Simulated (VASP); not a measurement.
# MoS2 with PBEsol: from relaxation to properties, part 5 of 5

What structure does MoS2 take at this level, and what are its properties? The start is a cell from a database of measured crystal structures.

VASP 6.6.1; PBEsol; plane waves and PAW (Mo_sv, S).

So far, gap on the k-mesh (eV): step 2 (full relaxation (PBEsol)) 1.08; step 5 (total and projected DOS (PBEsol)) 0.935. The relaxed cell has a = 3.142, c = 18.576 Å (conventional setting).

## Step 6: Vibrations at Γ (PBEsol) (continued)

Parts of OUTCAR (step 6):

```text
   k-points           NKPTS =    417   k-points in BZ     NKDIM =    417   number of bands    NBANDS=     19

   NELECT =      26.0000    total number of electrons

  Total       -0.0179525     -0.0179525      0.0077408      0.0000000      0.0000000      0.0000000
  in kB       -0.5433075     -0.5433075      0.2342655      0.0000000      0.0000000      0.0000000
  external PRESSURE =      -0.2841165 kB  Pullay stress =       0.0000000 kB

 POSITION                                       TOTAL-FORCE (eV/Angst)
 -----------------------------------------------------------------------------------
      0.00000      0.00000      0.00184         0.000000     -0.000000     -0.000764
      0.00000     -0.00000      4.63620         0.000000      0.000000      0.000374
      0.00000      1.81407      1.56012         0.000000      0.000000      0.000390
 -----------------------------------------------------------------------------------
    total drift:                               -0.000000      0.000005      0.000090

 MACROSCOPIC STATIC DIELECTRIC TENSOR (including local field effects in DFT)
 ------------------------------------------------------
          15.036922     0.000000     0.000000
           0.000000    15.036922     0.000000
           0.000000     0.000000     6.505973
 ------------------------------------------------------

 PIEZOELECTRIC TENSOR (including local field effects)  for field in x, y, z        (C/m^2)
          XX          YY          ZZ          XY          YZ          ZX
  --------------------------------------------------------------------------------
  x     0.00000     0.00000     0.00000     0.49783     0.00000     0.02279
  y     0.49783    -0.49783     0.00000     0.00000     0.02279     0.00000
  z    -0.00506    -0.00506     0.06282    -0.00000     0.00000     0.00000

 BORN EFFECTIVE CHARGES (including local field effects) (in |e|, cummulative output)
 ---------------------------------------------------------------------------------
 ion    1
    1    -1.07484     0.00000    -0.00000
    2     0.00000    -1.07484    -0.00000
    3     0.00000    -0.00000    -0.67600
 ion    2
    1     0.54402     0.00000     0.00000
    2     0.00000     0.54402     0.00000
    3     0.00000     0.00000     0.37746
 ion    3
    1     0.53083     0.00000     0.00000
    2     0.00000     0.53083     0.00000
    3     0.00000     0.00000     0.29854

 Eigenvectors and eigenvalues of the dynamical matrix
 ----------------------------------------------------

   1 f  =   14.022058 THz    88.103188 2PiTHz  467.725502 cm-1    57.990545 meV
             X         Y         Z           dx          dy          dz
      0.000000  0.000000  0.001839     0.000000   -0.000000   -0.632918
      0.000000 -0.000000  4.636200    -0.000000    0.000000    0.557220
      0.000000  1.814073  1.560116    -0.000000    0.000000    0.537514

   2 f  =   12.222247 THz    76.794642 2PiTHz  407.690270 cm-1    50.547129 meV
             X         Y         Z           dx          dy          dz
      0.000000  0.000000  0.001839     0.000000    0.000000    0.008778
      0.000000 -0.000000  4.636200    -0.000000    0.000000    0.699386
      0.000000  1.814073  1.560116    -0.000000   -0.000000   -0.714690

   3 f  =   11.533065 THz    72.464382 2PiTHz  384.701624 cm-1    47.696901 meV
             X         Y         Z           dx          dy          dz
      0.000000  0.000000  0.001839    -0.633168   -0.000005    0.000000
      0.000000 -0.000000  4.636200     0.546837    0.000004    0.000000
      0.000000  1.814073  1.560116     0.547784    0.000004   -0.000000

   4 f  =   11.533065 THz    72.464382 2PiTHz  384.701624 cm-1    47.696901 meV
             X         Y         Z           dx          dy          dz
      0.000000  0.000000  0.001839     0.000005   -0.633168    0.000000
      0.000000 -0.000000  4.636200    -0.000004    0.546837   -0.000000
      0.000000  1.814073  1.560116    -0.000004    0.547784   -0.000000

   5 f  =    8.603913 THz    54.059980 2PiTHz  286.995649 cm-1    35.582909 meV
             X         Y         Z           dx          dy          dz
      0.000000  0.000000  0.001839    -0.000586   -0.000000    0.000000
      0.000000 -0.000000  4.636200     0.707380    0.000005   -0.000000
      0.000000  1.814073  1.560116    -0.706833   -0.000005    0.000000

   6 f  =    8.603913 THz    54.059980 2PiTHz  286.995649 cm-1    35.582909 meV
             X         Y         Z           dx          dy          dz
      0.000000  0.000000  0.001839    -0.000000    0.000586    0.000000
      0.000000 -0.000000  4.636200     0.000005   -0.707380    0.000000
      0.000000  1.814073  1.560116    -0.000005    0.706833   -0.000000

   7 f/i=    0.000709 THz     0.004454 2PiTHz    0.023644 cm-1     0.002931 meV
             X         Y         Z           dx          dy          dz
      0.000000  0.000000  0.001839     0.000000   -0.000000   -0.774169
      0.000000 -0.000000  4.636200     0.000000   -0.000000   -0.447622
      0.000000  1.814073  1.560116     0.000000   -0.000000   -0.447545

   8 f/i=    0.003519 THz     0.022108 2PiTHz    0.117370 cm-1     0.014552 meV
             X         Y         Z           dx          dy          dz
      0.000000  0.000000  0.001839    -0.765375   -0.115324   -0.000000
      0.000000 -0.000000  4.636200    -0.442866   -0.066730   -0.000000
      0.000000  1.814073  1.560116    -0.442575   -0.066686   -0.000000

   9 f/i=    0.003519 THz     0.022108 2PiTHz    0.117370 cm-1     0.014552 meV
             X         Y         Z           dx          dy          dz
      0.000000  0.000000  0.001839    -0.115324    0.765375   -0.000000
      0.000000 -0.000000  4.636200    -0.066730    0.442866   -0.000000
      0.000000  1.814073  1.560116    -0.066686    0.442575   -0.000000

 MACROSCOPIC STATIC DIELECTRIC TENSOR IONIC CONTRIBUTION
 ------------------------------------------------------
           0.188742     0.000000     0.000000
           0.000000     0.188742     0.000000
           0.000000     0.000000     0.051017
 ------------------------------------------------------

 ELASTIC MODULI CONTR FROM IONIC RELAXATION (kBar)
 Direction    XX          YY          ZZ          XY          YZ          ZX
 --------------------------------------------------------------------------------
 XX        -389.8601   -266.0777   -937.8594     -0.0000     11.1452      0.0000
 YY        -266.0777   -389.8601   -937.8594     -0.0000    -11.1452      0.0000
 ZZ        -937.8594   -937.8594  -2681.9029     -0.0000     -0.0000      0.0000
 XY          -0.0000     -0.0000     -0.0000    -61.8912      0.0000      9.3237
 YZ          11.1452    -11.1452     -0.0000      0.0000  -1404.6890      0.0000
 ZX           0.0000      0.0000      0.0000      9.3237      0.0000  -1153.4782
 --------------------------------------------------------------------------------

 PIEZOELECTRIC TENSOR IONIC CONTR  for field in x, y, z        (C/m^2)
          XX          YY          ZZ          XY          YZ          ZX
  --------------------------------------------------------------------------------
  x     0.00000     0.00000     0.00000     0.10158    -0.00000     0.00619
  y     0.10158    -0.10158     0.00000     0.00000     0.00543    -0.00000
  z     0.01195     0.01195     0.03446     0.00000     0.00000    -0.00000

[... 6 parts as in an earlier step ...]

[... 4 further parts left out ...]
```

Energies printed during the response cycles are not total energies of the cell.

This step gave:

```yaml
bands: 19
irreducible_k_points: 417
pressure_of_the_cell: -0.02841 GPa
largest_force_of_the_cell: 7.64e-4 eV/Å
fermi_energy: 7.947 eV
valence_top_at_k: 0, 0, 0.5
conduction_bottom_at_k: -0.1875, 0.1875, 0
least_direct_gap_at_k: -0.3125, 0.3125, 0
gap_on_the_k_mesh: 0.9293 eV
least_direct_gap_on_the_k_mesh: 1.900 eV
```

Electronic dielectric tensor with local fields:

```
15.04  0.00  0.00
 0.00 15.04  0.00
 0.00  0.00  6.51
```

Ionic part of the static dielectric tensor:

```
0.1887 0.0000 0.0000
0.0000 0.1887 0.0000
0.0000 0.0000 0.0510
```

Born effective charge (e), principal values of the symmetric part by kind of site:

| atom | atoms with these values | low | middle | high | mean |
| --- | --- | --- | --- | --- | --- |
| Mo1 | 1 | -1.07 | -1.07 | -0.68 | -0.94 |
| S2 | 1 | 0.38 | 0.54 | 0.54 | 0.49 |
| S3 | 1 | 0.30 | 0.53 | 0.53 | 0.45 |

In full for S2:

```
0.54 0.00 0.00
0.00 0.54 0.00
0.00 0.00 0.38
```

Lines of the infrared spectrum (strongest = 100):

| position (cm⁻¹) | lines merged | squared mode dipole, relative |
| --- | --- | --- |
| 287 | 2 | 0.0 |
| 385 | 2 | 100 |
| 408 | 1 | 0.1 |
| 468 | 1 | 20 |

Transverse limit, no LO-TO splitting. Modes at Γ, with each element's share of the kinetic energy:

| mode | frequency (cm⁻¹) | symmetry | IR | Mo % | S % |
| --- | --- | --- | --- | --- | --- |
| 1 | -0.1 | acoustic | 3.5e-9 | 60 | 40 |
| 2 | -0.1 | acoustic | 3.5e-9 | 60 | 40 |
| 3 | 0.0 | acoustic | 1.1e-10 | 60 | 40 |
| 4 | 287.0 | E | 3.1e-6 | 0 | 100 |
| 5 | 287.0 | E | 3.1e-6 | 0 | 100 |
| 6 | 384.7 | E | 0.030 | 40 | 60 |
| 7 | 384.7 | E | 0.030 | 40 | 60 |
| 8 | 407.7 | A1 | 6.9e-5 | 0 | 100 |
| 9 | 467.7 | A1 | 0.012 | 40 | 60 |

Displacements in mode 5 (287.0 cm⁻¹), the largest set to 1:
```
Mo1  0.00  0.00  0.00
S2   1.00  0.00  0.00
S3  -1.00  0.00  0.00
```

Displacements in mode 9 (467.7 cm⁻¹), the largest set to 1:
```
Mo1  0.00  0.00 -0.66
S2   0.00  0.00  1.00
S3   0.00  0.00  0.96
```

Piezoelectric tensor, ionic part (C/m²), by row:

| field | xx | yy | zz | xy | yz | zx |
| --- | --- | --- | --- | --- | --- | --- |
| x | 0 | 0 | 0 | 0.1016 | 0 | 0.00619 |
| y | 0.1016 | -0.1016 | 0 | 0 | 0.00543 | 0 |
| z | 0.01195 | 0.01195 | 0.03446 | 0 | 0 | 0 |

Piezoelectric tensor with clamped ions (C/m²), by row:

| field | xx | yy | zz | xy | yz | zx |
| --- | --- | --- | --- | --- | --- | --- |
| x | 0 | 0 | 0 | 0.4978 | 0 | 0.02279 |
| y | 0.4978 | -0.4978 | 0 | 0 | 0.02279 | 0 |
| z | -0.00506 | -0.00506 | 0.06282 | 0 | 0 | 0 |

The Born charges sum to zero; the printed set may have that rule imposed, so this is no test. Born charges and mode vectors give each infrared mode its dipole; summed over the modes, dipole squared over frequency squared adds 0.143 to the electronic 12.2, for a mean static constant of 12.3. By the characters of their eigenvectors the optical modes sort into (cm⁻¹) Raman active: E 287, E 385, A1 408, A1 468; infrared active: E 287, E 385, A1 408, A1 468.

## Step 7: Independent-particle dielectric function (PBEsol)

LOPTICS sums transitions from filled to empty bands. NBANDS is raised for it.

The input, INCAR:

```
SYSTEM = MoS2
PREC = Accurate
ENCUT = 400
EDIFF = 1E-06
NELM = 100
ISMEAR = 0
SIGMA = 0.05
LREAL = .FALSE.
ALGO = Normal
GGA = PS
NBANDS = 37
LASPH = .TRUE.
LORBIT = 11
LWAVE = .FALSE.
LCHARG = .FALSE.
KPAR = 2
LOPTICS = .TRUE.
NEDOS = 1500
CSHIFT = 0.1
```

The input, POSCAR:

```
MoS2
1.0
    1.5710333670      2.7211096120      0.0000000000
   -1.5710333670      2.7211096120      0.0000000000
    0.0000000000     -1.8140730746      6.1919625447
Mo S
1 2
Direct
    0.0000989742      0.0000989742      0.0002969225
    0.2495816124      0.2495816124      0.7487448373
    0.4173194134      0.4173194134      0.2519582402
```

The input, KPOINTS:

```
Automatic mesh
0
Gamma
11 11 11
0 0 0
```

PAW data sets: Mo_sv and S (PBE family, release 64).

Launch:

```
mpirun -np 2 vasp_std
```

Output:

```text
[... set-up lines as in an earlier step ...]
 entering main loop
       N       E                     dE             d eps       ncg     rms          rms(c)
DAV:   1     0.156962835096E+03    0.15696E+03   -0.10366E+04 10900   0.546E+02
DAV:   2    -0.198233397660E+02   -0.17679E+03   -0.16955E+03 12874   0.188E+02
DAV:   3    -0.248584708745E+02   -0.50351E+01   -0.49920E+01 13058   0.305E+01
DAV:   4    -0.248875031915E+02   -0.29032E-01   -0.29028E-01 12677   0.253E+00
DAV:   5    -0.248877415031E+02   -0.23831E-03   -0.23831E-03 12748   0.225E-01    0.260E+01
DAV:   6    -0.238132667428E+02    0.10745E+01   -0.60346E+00 12146   0.103E+01    0.908E+00
DAV:   7    -0.235787139460E+02    0.23455E+00   -0.26452E+00 11333   0.570E+00    0.652E+00
DAV:   8    -0.234506099573E+02    0.12810E+00   -0.49343E-01 11881   0.268E+00    0.121E+00
DAV:   9    -0.234475053415E+02    0.31046E-02   -0.19483E-02 12311   0.563E-01    0.328E-01
DAV:  10    -0.234474958407E+02    0.95008E-05   -0.38396E-04 12594   0.982E-02    0.170E-01
DAV:  11    -0.234475441485E+02   -0.48308E-04   -0.16340E-04 12522   0.445E-02    0.451E-02
DAV:  12    -0.234475483331E+02   -0.41847E-05   -0.16182E-05 12293   0.153E-02    0.211E-02
DAV:  13    -0.234475515684E+02   -0.32353E-05   -0.30988E-06 12207   0.758E-03    0.116E-02
DAV:  14    -0.234475517589E+02   -0.19044E-06   -0.29134E-07 10821   0.216E-03
   1 F= -.23447552E+02 E0= -.23447552E+02  d E =-.277426E-14
 optical routines
 imaginary and real dielectric function
 recalculating local potential from charge density
 direction            1
 direction            2
 direction            3
```

Run time: 44 s. Hardware: 2 MPI ranks of Intel Xeon 6975P-C (Granite Rapids), shared host; peak memory 0.79 GiB.

From OUTCAR (step 7):

```text
   k-points           NKPTS =    146   k-points in BZ     NKDIM =    146   number of bands    NBANDS=     37

   NELECT =      26.0000    total number of electrons

 E-fermi :   7.7709

 k-point     1 :       0.0000    0.0000    0.0000
  band No.  band energies     occupation
    ...
      9       4.2541      2.00000
     10       5.3895      2.00000
     11       5.3895      2.00000
     12       6.2718      2.00000
     13       6.3124      2.00000
     14       9.7054      0.00000
     15       9.7054      0.00000
     16      10.0924      0.00000
     17      10.0924      0.00000
     18      13.1557      0.00000
    ...

  Total       -0.0181273     -0.0181273      0.0101157     -0.0000000      0.0000000     -0.0000000
  in kB       -0.5485980     -0.5485980      0.3061362     -0.0000000      0.0000000     -0.0000000
  external PRESSURE =      -0.2636866 kB  Pullay stress =       0.0000000 kB

 POSITION                                       TOTAL-FORCE (eV/Angst)
 -----------------------------------------------------------------------------------
      0.00000      0.00000      0.00184         0.000000     -0.000000     -0.000777
      0.00000     -0.00000      4.63620         0.000000      0.000000      0.000333
      0.00000      1.81407      1.56012         0.000000      0.000000      0.000444
 -----------------------------------------------------------------------------------
    total drift:                               -0.000000      0.000005      0.000080

  FREE ENERGIE OF THE ION-ELECTRON SYSTEM (eV)
  ---------------------------------------------------
  free  energy   TOTEN  =       -23.4475517589 eV

  energy  without entropy=      -23.4475517589  energy(sigma->0) =      -23.44755176

 plasma frequency squared (from intraband transitions) (eV^2)
  --------------------------------------------------------------------------------------
       0.000       0.000       0.000
      -0.000       0.000       0.000
       0.000       0.000       0.000

[... 8 parts as in an earlier step ...]

[... 8 further parts left out ...]
```

These are independent-particle spectra without excitons or local fields, and fine structure depends on the mesh and on CSHIFT.

Numbers from this step:

- bands: 37
- irreducible k-points: 146
- Fermi energy: 7.771 eV
- pressure: -0.02637 GPa
- valence top at k: 0, 0, 0.4545
- conduction bottom at k: -0.1818, 0.1818, 0
- least direct gap at k: -0.3636, 0.3636, 0
- gap on the k-mesh: 0.9345 eV
- least direct gap on the k-mesh: 1.978 eV

The imaginary dielectric function has structure finer than the step of the table below, so its rows give means over 1 eV, whole bins alone (the curve runs from 0 to 25.0 eV). Peaks (eV: height): xx 2.0: 11.2, 2.8: 27.3, 10.2: 5.66; zz 5.2: 19.7, 9.7: 8.29.

Imaginary dielectric function against photon energy; means over each step:

| photon energy (eV) | xx | zz |
| --- | --- | --- |
| 1 | 0.449 | 0.0971 |
| 2 | 7.59 | 1.08 |
| 3 | 23.2 | 4.58 |
| 4 | 15.4 | 6.45 |
| 5 | 12.1 | 16.1 |
| 6 | 8.36 | 13.8 |
| 7 | 5.61 | 5.52 |
| 8 | 3.17 | 6.13 |
| 9 | 2.97 | 7.91 |
| 10 | 4.95 | 7.22 |
| 11 | 4.85 | 4.28 |
| 12 | 3.90 | 4.02 |
| 13 | 2.80 | 2.76 |
| 14 | 2.41 | 2.26 |
| 15 | 1.84 | 1.41 |
| 16 | 1.30 | 1.07 |
| 17 | 0.928 | 0.780 |
| 18 | 0.702 | 0.537 |
| 19 | 0.462 | 0.390 |
| 20 | 0.364 | 0.367 |
| 21 | 0.285 | 0.275 |
| 22 | 0.232 | 0.220 |
| 23 | 0.217 | 0.179 |
| 24 | 0.182 | 0.159 |

Real dielectric function against photon energy:

| photon energy (eV) | xx | zz |
| --- | --- | --- |
| 0 | 15.9 | 9.89 |
| 1 | 17.5 | 10.3 |
| 2 | 22.6 | 12.3 |
| 3 | 8.12 | 12.3 |
| 4 | 3.40 | 12.9 |
| 5 | -2.56 | 12.5 |
| 6 | -2.58 | -4.93 |
| 7 | -3.13 | 0.137 |
| 8 | -1.71 | 2.92 |
| 9 | 0.739 | 0.0635 |
| 10 | 1.37 | -2.40 |
| 11 | -0.122 | -2.43 |
| 12 | -1.66 | -2.17 |
| 13 | -1.73 | -2.36 |
| 14 | -1.67 | -2.43 |
| 15 | -1.52 | -1.84 |
| 16 | -1.38 | -1.52 |
| 17 | -1.15 | -1.21 |
| 18 | -0.874 | -0.918 |
| 19 | -0.634 | -0.565 |
| 20 | -0.442 | -0.448 |
| 21 | -0.244 | -0.256 |
| 22 | -0.0946 | -0.0971 |
| 23 | 0.0212 | 0.00673 |
| 24 | 0.129 | 0.109 |

Its static limit, 13.9, stands beside 12.2 from the response with local fields; local fields, the finite band count and the meshes make the difference. This mesh misses the point of the least direct gap (1.80 eV in the band run), so the true onset lies lower. The mean of ε2 over directions passes 5 % of its top at 1.61 eV, against a least direct gap of 1.98 eV on this mesh; what lies under the gap is the tail of the broadening by CSHIFT. The indirect gap (0.92 eV in the band run) doesn't show, since phonons are left out.

## Step 8: Outcome

```
relaxed volume                                               : 17.65 Å³/atom
relaxed conventional cell a, b, c                            : 3.142, 3.142, 18.576 Å; angles 90.0, 90.0, 120.0°
space group after relaxing, within 0.02 Å                    : R3m (No. 160)
band gap                                                     : 0.925 eV, indirect (least direct gap of that run 1.80 eV)
gap among the points of the DOS mesh alone, an upper bound   : 0.935 eV
static dielectric constant from modes and Born charges, mean : 12.3
electronic dielectric constant, mean                         : 12.2
highest zone-centre mode                                     : 468 cm⁻¹
strongest peak of ε2, mean over directions                   : 2.8 eV
ε1 at zero frequency, no local fields, mean                  : 13.9
```

With PBEsol, MoS2 relaxes to 17.65 Å³/atom in space group R3m (held by the symmetry of the run) and has an indirect gap of 0.925 eV. Against the listed cell the volume lies -0.5 % (a -0.6 %, c +0.7 %). Vibrations at Γ (PBEsol): The principal values of the ionic part of the static dielectric tensor are 0.0510, 0.1887 and 0.1887. Vibrations at Γ (PBEsol): Mean Born effective charge: Mo1 -0.94, S2 0.49, S3 0.45 e. Vibrations at Γ (PBEsol): The infrared spectrum is led by the line at 385 cm⁻¹, followed by 468. Vibrations at Γ (PBEsol): The highest mode in this list at Γ, 467.7 cm⁻¹, has its largest share on S (60 % of the kinetic energy). Semilocal functionals usually underestimate gaps. Spin-orbit coupling is left out; it would split some degenerate bands. Modes at Γ alone can't show that the crystal is stable at other wave vectors, and the LO-TO splitting is not included. The bonds form layers, and without a dispersion term the spacing between them, and what depends on it, is unreliable. No search among competing phases was made, and a listed structure need not be the one stable at ambient conditions. All values are for a static lattice at zero temperature.

[Lines on the potential files, build, host, timing and source positions are cut from VASP's logs without a mark.]

[Logs are printed without paths, hosts, clocks, repeated set-up lines and the standing remarks that a program may print on its own settings, such as how far it seeks lower states.]

[Hosts, paths, dates, database ids (printed as entryN), source tags and the programs' standing remarks are cut or masked in the printed files.]

[A measured line is paired with the nearest computed mode of its activity, which favours agreement.]
